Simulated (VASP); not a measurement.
Given:

```yaml
crystal:
  lattice:
    - [0.00000, 2.58295, 2.60946]
    - [2.62345, 0.00000, 2.60946]
    - [2.62345, 2.58295, 0.00000]
  atoms:
    - { symbol: Li, position: [0.00000, 0.00000, 0.00000] }
    - { symbol: Cl, position: [0.48971, 0.51029, 0.51029] }
```

Level of theory: PBE GGA, VASP's PBE PAW potentials (set 64) (plane waves; VASP). Numerical set-up: 550 eV cut-off, 8×8×8 Γ-centred mesh, Gaussian smearing of 0.050 eV, potentials Li_sv Cl.

Problem. What does the run give for the energy per atom (σ→0), pressure, band gap (on the k-mesh) with the smallest direct gap where there is one?

Solution. 
| Property | Result |
|---|---|
| band gap (on the k-mesh) | 6.06 eV |
| smallest direct gap (on the k-mesh) | 6.06 eV |
| energy per atom (σ→0) | -3.690 eV/atom |
| pressure | -1.06 GPa |

Total energies compare only between runs with the same potentials, cut-off and functional.

The compound is LiCl in the rock salt structure. The cell was not relaxed at this level, atoms are displaced from their ideal sites. The run is one of a series of settings (ENCUT = 550 against the base run), some of them coarse on purpose.
